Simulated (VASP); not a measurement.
These are PBEsol GGA, VASP's PBE PAW potentials (set 64) (plane waves; VASP 6.6.1) values and carry that method's errors.

The input files of a VASP run:

**INCAR**
```
# general
SYSTEM  = WTe
PREC    = Accurate
ENCUT   = 400   # plane-wave cut-off (eV)
LREAL   = .FALSE.
LASPH   = .TRUE.   # aspherical one-centre terms

# electronic loop
EDIFF   = 1E-7
NELM    = 100   # most electronic steps
ALGO    = Normal   # blocked Davidson
LMAXMIX = 6   # l cut-off of mixed one-centre charges

# smearing
ISMEAR  = -5

# functional
GGA     = PS

# ions
ISIF    = 2   # forces and stress, cell fixed

# output
LWAVE   = .FALSE.
LCHARG  = .TRUE.
LORBIT  = 11   # lm-projected
NEDOS   = 601

# other
LEFG    = .TRUE.
```

**POSCAR**
```
WTe
1
    3.2302532368     0.0000000000    -0.0000000000
   -1.6151266183     2.7974813006    -0.0000000000
   -0.0000000000     0.0000000000     9.1441287251
W Te
2 2
Direct
  0.3333330000   0.6666670000   0.0397814542
  0.6666670000   0.3333330000   0.5397814542
  0.3333330000   0.6666670000   0.3352185458
  0.6666670000   0.3333330000   0.8352185458
```

File KPOINTS:
```
Automatic mesh
0
Gamma
12 12 4
0 0 0
```

POTCAR, in this order: W_sv Te (PBE.64 set). Program: vasp_std.

The resulting files:

File OSZICAR:
```
       N       E                     dE             d eps       ncg     rms          rms(c)
DAV:   1     0.355003293823E+03    0.35500E+03   -0.19957E+04  3128   0.139E+03
DAV:   2    -0.162069964390E+02   -0.37121E+03   -0.36767E+03  3144   0.417E+02
DAV:   3    -0.329231843312E+02   -0.16716E+02   -0.16535E+02  3544   0.815E+01
DAV:   4    -0.332345630948E+02   -0.31138E+00   -0.30968E+00  3088   0.120E+01
DAV:   5    -0.332426397486E+02   -0.80767E-02   -0.80597E-02  3712   0.190E+00    0.253E+01
DAV:   6    -0.321894235403E+02    0.10532E+01   -0.34808E+00  3592   0.127E+01    0.981E+00
DAV:   7    -0.319466365886E+02    0.24279E+00   -0.74099E-01  3512   0.428E+00    0.287E+00
DAV:   8    -0.319254897303E+02    0.21147E-01   -0.12316E-01  3400   0.202E+00    0.111E+00
DAV:   9    -0.319244332686E+02    0.10565E-02   -0.35196E-03  3568   0.411E-01    0.793E-01
DAV:  10    -0.319238181354E+02    0.61513E-03   -0.30336E-03  3224   0.477E-01    0.111E-01
DAV:  11    -0.319237620839E+02    0.56051E-04   -0.25818E-04  3472   0.108E-01    0.412E-02
DAV:  12    -0.319237508536E+02    0.11230E-04   -0.20401E-05  3256   0.296E-02    0.100E-02
DAV:  13    -0.319237499384E+02    0.91523E-06   -0.88378E-07  3040   0.590E-03    0.154E-03
DAV:  14    -0.319237502414E+02   -0.30304E-06   -0.59959E-08  2024   0.211E-03    0.141E-03
DAV:  15    -0.319237503860E+02   -0.14456E-06   -0.14386E-08  1784   0.968E-04    0.327E-04
DAV:  16    -0.319237503703E+02    0.15690E-07   -0.29294E-09  1608   0.456E-04
   1 F= -.31923750E+02 E0= -.31923750E+02  d E =0.000000E+00
```

File OUTCAR:
```
------------------------ aborting loop because EDIFF is reached ----------------------------------------
  FORCE on cell =-STRESS in cart. coord.  units (eV):
  Direction    XX          YY          ZZ          XY          YZ          ZX
  --------------------------------------------------------------------------------------
  Total        0.0758887      0.0758887     -0.1299487      0.0000000      0.0000000      0.0000000
  in kB        1.4714377      1.4714376     -2.5196285      0.0000000      0.0000000      0.0000000
  external PRESSURE =       0.1410823 kB  Pullay stress =       0.0000000 kB
  volume of cell :       82.63
      direct lattice vectors                 reciprocal lattice vectors
     3.230253237  0.000000000  0.000000000     0.309573252  0.178732205  0.000000000
    -1.615126618  2.797481301  0.000000000     0.000000000  0.357464409  0.000000000
     0.000000000  0.000000000  9.144128725     0.000000000  0.000000000  0.109359790
 POSITION                                       TOTAL-FORCE (eV/Angst)
 -----------------------------------------------------------------------------------
     -0.00000      1.86499      0.36377        -0.000000      0.000000     -0.021989
      1.61513      0.93249      4.93583         0.000000     -0.000000     -0.021989
     -0.00000      1.86499      3.06528         0.000000     -0.000000      0.021989
      1.61513      0.93249      7.63735        -0.000000      0.000000      0.021989
 -----------------------------------------------------------------------------------
    total drift:                               -0.002160      0.001247     -0.001119
  FREE ENERGIE OF THE ION-ELECTRON SYSTEM (eV)
  ---------------------------------------------------
  free  energy   TOTEN  =       -31.9237503703 eV

  energy  without entropy=      -31.9237503703  energy(sigma->0) =      -31.92375037

 total charge

# of ion       s       p       d       tot
------------------------------------------
    1        2.309   6.224   3.394  11.927
    2        2.309   6.224   3.394  11.927
    3        1.356   2.029   0.142   3.527
    4        1.356   2.029   0.142   3.527
--------------------------------------------------
tot          7.330  16.506   7.071  30.907

 Electric field gradients after diagonalization (V/A^2)
 (convention: |V_zz| > |V_xx| > |V_yy|)
----------------------------------------------------------------------
 ion       V_xx      V_yy      V_zz     asymmetry (V_yy - V_xx)/ V_zz
----------------------------------------------------------------------
   1      35.496    35.493   -70.988       0.000
   2      35.496    35.493   -70.988       0.000
   3      56.604    56.604  -113.207       0.000
   4      56.604    56.604  -113.208       0.000
```
(Selected blocks of OUTCAR.)

For a metal the tetrahedron method with Blöchl corrections gives inexact stress and forces.

The structure was generated: WTe was put into the wurtzite type (P6_3mc), which need not be its known phase. It was relaxed first, which changed the volume by -50 %.
